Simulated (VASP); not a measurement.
GeMo (relaxed from the CsCl structure, space group Pm-3m): computed properties

All values below come from r2SCAN meta-GGA, VASP's PBE PAW potentials (set 64) (plane waves; VASP).

```
Property                                                              Result
----------------------------------  ----------------------------------------
space group                                                      Pm-3m (221)
cell                                 a = b = c = 3.106 Å, α = β = γ = 90.00°
volume per atom                                                14.98 Å³/atom
band gap (over mesh and band path)  none (metal, semimetal or under 0.01 eV)
density                                                           9.34 g/cm³
```

```cif
data_GeMo
_chemical_formula_sum 'Mo1 Ge1'
_space_group_name_H-M_alt 'Pm-3m'
_space_group_IT_number 221
_space_group_name_Hall '-P 4 2 3'
_cell_length_a 3.10571
_cell_length_b 3.10571
_cell_length_c 3.10571
_cell_angle_alpha 90.000
_cell_angle_beta 90.000
_cell_angle_gamma 90.000
loop_
_atom_site_label
_atom_site_type_symbol
_atom_site_symmetry_multiplicity
_atom_site_Wyckoff_symbol
_atom_site_fract_x
_atom_site_fract_y
_atom_site_fract_z
_atom_site_occupancy
Mo1 Mo 1 a 0.00000 0.00000 0.00000 1
Ge1 Ge 1 b 0.50000 0.50000 0.50000 1
```

The structure was generated: GeMo was put into the CsCl type (Pm-3m), which need not be its known phase. It was relaxed first, which changed the volume by -6 %. Symmetry was kept, so distortions that lower it aren't found.
